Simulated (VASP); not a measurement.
Crystal: Zr.

```
Zr
1.0
     3.23923    0.00000    0.00000
    -1.61962    2.80526    0.00000
     0.00000    0.00000    5.17222
Zr
2
Cartesian
  0.0000 1.8702 1.2931
  1.6196 0.9351 3.8792
```

- Program: VASP 6.6.1
- Task: relaxation of cell and atoms
- Functional: PBEsol
- Potentials or basis: VASP PAW PBE potentials, release 64 (Zr_sv)
- Cutoff: 580 eV
- k mesh: 15 × 15 × 8
- Occupations: gaussian, width 0.1 eV
- Spin: no spin polarisation

At the start: pressure -4.1 GPa; volume 23.50 Å³/atom.

Question: Where does the relaxation end?

Answer: Over 10 steps the energy falls by 13.6 meV/atom and the volume is 22.47 Å³/atom (-4.4 %); space group P6_3/mmc (No. 194, to 0.05 Å).

The path:
| step | energy change (eV) | largest force (eV/Å) | pressure (GPa) | volume (Å³) |
| --- | --- | --- | --- | --- |
| 1 | 0.0000 | 0.0000 | -4.10 | 47.00 |
| 2 | 0.0006 | 0.0000 | 4.70 | 43.03 |
| 3 | -0.0269 | 0.0000 | -0.03 | 44.98 |
| 4 | -0.0269 | 0.0000 | 0.06 | 44.94 |
| 5 | -0.0272 | 0.0000 | 0.05 | 44.93 |
| 6 | -0.0272 | 0.0000 | 0.05 | 44.92 |
| 7 | -0.0272 | 0.0000 | 0.05 | 44.92 |
| 8 | -0.0272 | 0.0000 | 0.05 | 44.92 |
| 9 | -0.0272 | 0.0000 | -0.06 | 44.97 |
| 10 | -0.0272 | 0.0000 | 0.00 | 44.94 |

Final structure:
```
CELL_PARAMETERS angstrom
3.18412 0.00000 0.00000
-1.59206 2.75753 0.00000
0.00000 0.00000 5.11870
ATOMIC_POSITIONS crystal
Zr 0.33333 0.66667 0.25000
Zr 0.66667 0.33333 0.75000
```

Caveat: the PAW data sets were made with another functional, which shifts forces and pressure a little.
